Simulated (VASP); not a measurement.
VASP ran on this input.

**INCAR**
```
SYSTEM = Lu
PREC = Accurate
ENCUT = 520
EDIFF = 1E-6
NELM = 100
ALGO = Normal
LREAL = .FALSE.
LASPH = .TRUE.
ISMEAR = 1
SIGMA = 0.1
GGA = PE
IVDW = 12
LMAXMIX = 6
LWAVE = .FALSE.
LCHARG = .FALSE.
IBRION = 2
ISIF = 3
NSW = 60
EDIFFG = -0.01
```

**KPOINTS**
```
kpoints
0
gamma
11 11 6
```

POSCAR:
```
Lu
1
    1.7338245668    -3.0030723254    -0.0000000000
    1.7338245668     3.0030723254     0.0000000000
   -0.0000000000     0.0000000000     5.4065071855
Lu
2
Direct
  0.3333330000   0.6666670000   0.2500000000
  0.6666670000   0.3333330000   0.7500000000
```

POTCAR, in this order: Lu_3 (PBE.64 set). Program: vasp_std.

Write an equivalent input for Quantum ESPRESSO's pw.x.

One equivalent input (not run):
```
&CONTROL
  calculation = 'vc-relax'
  pseudo_dir = './pseudo'
  outdir = './out'
  tprnfor = .true.
  tstress = .true.
  nstep = 60
  forc_conv_thr = 0.00039
/
&SYSTEM
  ibrav = 0
  nat = 2
  ntyp = 1
  ecutwfc = 100
  occupations = 'smearing'
  smearing = 'methfessel-paxton'
  degauss = 0.00735
  input_dft = 'pbe'
  vdw_corr = 'grimme-d3'
  dftd3_version = 4
  dftd3_threebody = .false.
/
&ELECTRONS
  conv_thr = 7.3e-08
  electron_maxstep = 100
/
&IONS
/
&CELL
/
ATOMIC_SPECIES
  Lu 174.967 Lu.upf
CELL_PARAMETERS angstrom
     1.7338246   -3.0030723   -0.0000000
     1.7338246    3.0030723    0.0000000
    -0.0000000    0.0000000    5.4065072
ATOMIC_POSITIONS crystal
  Lu   0.3333330  0.6666670  0.2500000
  Lu   0.6666670  0.3333330  0.7500000
K_POINTS automatic
  11 11 6 0 0 0
```
What does not carry over: the potentials are each code's own (VASP's PAW set, PseudoDojo norm-conserving files in pw.x), so ENCUT and ecutwfc are chosen apart and not converted; conv_thr bounds pw.x's estimated SCF error, while EDIFF bounds the energy change between steps; forc_conv_thr acts on force components and is met together with etot_conv_thr.

The compound is Lu in the hcp structure. It was relaxed first. The start is the result of an earlier pass.
